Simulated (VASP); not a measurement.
The system is Hf3Be.

```xyz
4
Lattice="-2.0920 2.0920 4.3530 2.0920 -2.0920 4.3530 2.0920 2.0920 -4.3530" Properties=species:S:1:pos:R:3 pbc="T T T"
Hf    0.0000    0.0000    4.3530
Hf    2.0920    0.0000    2.1765
Hf    0.0000    2.0920    2.1765
Be    0.0000    0.0000    0.0000
```

The cell comes from a database or a generator and needn't be the stable form of this composition.

- Program: VASP 6.6.1
- Task: relaxation of cell and atoms
- Functional: revTPSS
- Potentials or basis: VASP PAW PBE potentials, release 64 (Hf_pv, Be)
- Cutoff: 600 eV
- k mesh: 9 × 9 × 9
- Occupations: methfessel-paxton, width 0.1 eV
- Spin: no spin polarisation

At the start: pressure -3.9 GPa; volume 19.05 Å³/atom.

**Question.** How do energy, volume and symmetry change on relaxing?

**Answer.** Over 3 steps the energy falls by 9.0 meV/atom and the volume is 18.34 Å³/atom (-3.7 %); space group I4/mmm (No. 139, to 0.05 Å).

The path:
```csv
step,energy change (eV),largest force (eV/Å),pressure (GPa),volume (Å³)
1,0.0000,0.0000,-3.92,76.20
2,-0.0124,0.0000,3.53,71.17
3,-0.0359,0.0000,-0.01,73.37
```

Final structure:
```
CELL_PARAMETERS angstrom
-2.06464 2.06464 4.30290
2.06464 -2.06464 4.30290
2.06464 2.06464 -4.30290
ATOMIC_POSITIONS crystal
Hf 0.50000 0.50000 0.00000
Hf 0.25000 0.75000 0.50000
Hf 0.75000 0.25000 0.50000
Be 0.00000 0.00000 0.00000
```

Caveat: the PAW data sets were made with another functional, which shifts forces and pressure a little.
